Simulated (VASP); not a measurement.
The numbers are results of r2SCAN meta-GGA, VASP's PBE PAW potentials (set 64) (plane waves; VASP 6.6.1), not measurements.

VASP input:

INCAR:
```
ALGO = Normal
DIPOL = 0.5 0.5 0.5
EDIFF = 1E-6
ENCUT = 400
IDIPOL = 3
ISMEAR = 1
LASPH = T
LCHARG = F
LDIPOL = T
LMAXMIX = 4
LMIXTAU = T
LORBIT = 11
LREAL = F
LVHAR = T
LWAVE = F
METAGGA = R2SCAN
NELM = 100
NELMIN = 4
PREC = Normal
SIGMA = 0.1
SYSTEM = Mo(211) slab
```

### KPOINTS
```
Automatic mesh
0
Gamma
10 6 1
0 0 0
```

**POSCAR**
```
Mo(211) slab
1
    2.7328635947     0.0000000000     0.0000000000
    0.0000000000     4.4627478774     0.0000000000
    0.0000000000     0.0000000000    24.0448428482
Mo
7
Direct
  0.4819324689   0.5000000000   0.3472694867
  0.8332336980   1.0000000000   0.3922629442
  0.1829315504   0.5000000000   0.4452087283
  0.5000000000   1.0000000000   0.5000000000
  0.8170684496   0.5000000000   0.5547912717
  0.1667663020   0.0000000000   0.6077370558
  0.5180675311   0.5000000000   0.6527305133
```

POTCAR, in this order: Mo_sv (PBE.64 set). Program: vasp_std. Read from the step before: WAVECAR.

Problem. What does the run give for the energy per atom (σ→0), band gap (on the k-mesh)?

Solution. 
| Quantity | Result |
|---|---|
| energy per atom (σ→0) | -25400 meV/atom |
| band gap (on the k-mesh) | none (metal, semimetal or under 0.01 eV) |

OSZICAR:
```
       N       E                     dE             d eps       ncg     rms          rms(c)
DAV:   1    -0.177800295478E+03   -0.17780E+03   -0.23136E-04  3016   0.698E-02    0.161E-02
DAV:   2    -0.177800283214E+03    0.12264E-04   -0.48621E-04  3780   0.135E-01    0.446E-02
DAV:   3    -0.177800276888E+03    0.63263E-05   -0.25283E-04  3798   0.970E-02    0.344E-03
DAV:   4    -0.177800286749E+03   -0.98617E-05   -0.12994E-05  3112   0.216E-02    0.280E-03
DAV:   5    -0.177800281150E+03    0.55994E-05   -0.15574E-06  2334   0.896E-03    0.160E-03
DAV:   6    -0.177800280368E+03    0.78242E-06   -0.42230E-07  1858   0.513E-03
   1 F= -.17780028E+03 E0= -.17779962E+03  d E =-.196669E-02
```

The cell is a thin slab with vacuum, built from Mo (bcc): (211) face.
